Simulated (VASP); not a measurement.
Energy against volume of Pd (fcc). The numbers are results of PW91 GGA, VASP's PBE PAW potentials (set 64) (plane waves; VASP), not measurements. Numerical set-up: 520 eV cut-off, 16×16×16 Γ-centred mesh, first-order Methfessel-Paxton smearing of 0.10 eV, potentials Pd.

| V (Å³/atom) | E (eV/atom) |
|---|---|
| 14.912 | -5.24099 |
| 15.373 | -5.24846 |
| 15.834 | -5.24133 |
| 16.295 | -5.22222 |

Task: Fit these four points and predict the energy of the run at 14.451 Å³/atom.

Result: A cubic in V^(−2/3), the third-order Birch-Murnaghan form, passes through the four points with V0 = 15.36 Å³/atom and B0 = 169 GPa, and gives -5.2157 eV/atom there. The run gave -5.2158 eV/atom, -0.0 meV/atom from the fit; all five points give B0 = 169 GPa.

The compound is Pd in the fcc structure. It was relaxed first.
